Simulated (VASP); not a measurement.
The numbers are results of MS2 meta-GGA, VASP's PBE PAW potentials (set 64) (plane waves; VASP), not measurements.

Input for VASP

File POSCAR:
```
Tb
1.0
  1.7533561940  -3.0369015751   0.0000000000
  1.7533561940   3.0369015751   0.0000000000
  0.0000000000   0.0000000000   5.4492604446
Tb
2
direct
  0.3333330000   0.6666670000   0.2500000000
  0.6666670000   0.3333330000   0.7500000000
```

### INCAR
```
LASPH = T   ! aspherical one-centre terms
LWAVE = F
SIGMA = 0.1
ALGO = Normal   ! blocked Davidson
PREC = Accurate
ENCUT = 520   ! plane-wave cut-off (eV)
ISIF = 4
LREAL = F   ! projection in real space or not
LCHARG = F
IBRION = 2   ! conjugate gradients
SYSTEM = Tb
EDIFFG = -0.01
LMIXTAU = T
EDIFF = 1E-7
METAGGA = MS2
LMAXMIX = 6
ISMEAR = 1
NELM = 100   ! most electronic steps
NSW = 30   ! most ionic steps
```

**KPOINTS**
```
K-points
0
gamma
  12 12 7
0 0 0
```

POTCAR, in this order: Tb_3 (PBE.64 set). Program: vasp_std.

The 4f electrons are frozen in the core of the lanthanide potential, so 4f levels, which can set the real gap, and their magnetism are missing.

Task: Predict the energy per atom (σ→0), band gap (on the k-mesh).

Result: 
* **energy per atom (σ→0)**: 8.507 eV/atom
* **band gap (on the k-mesh)**: none (metal, semimetal or under 0.01 eV)

### OSZICAR
```
...
DAV:   4     0.170136617174E+02    0.23310E-03   -0.27326E-04  2181   0.212E-01    0.221E-02
DAV:   5     0.170134237224E+02   -0.23799E-03   -0.17038E-04  2056   0.162E-01    0.853E-03
DAV:   6     0.170134209928E+02   -0.27297E-05   -0.12488E-05  2326   0.396E-02    0.159E-03
DAV:   7     0.170134201789E+02   -0.81390E-06   -0.13745E-06  2241   0.154E-02    0.233E-03
DAV:   8     0.170134205341E+02    0.35528E-06   -0.39042E-07  2036   0.720E-03    0.192E-03
DAV:   9     0.170134200832E+02   -0.45090E-06   -0.37613E-07  2021   0.646E-03    0.885E-04
DAV:  10     0.170134201678E+02    0.84575E-07   -0.11935E-08  1018   0.143E-03
   3 F= 0.17013420E+02 E0= 0.17013565E+02  d E =-.124730E-02
```

The compound is Tb in the hcp structure. This cell is one point of a volume scan, at 0.94 of the reference volume. Symmetry was kept, so distortions that lower it aren't found.
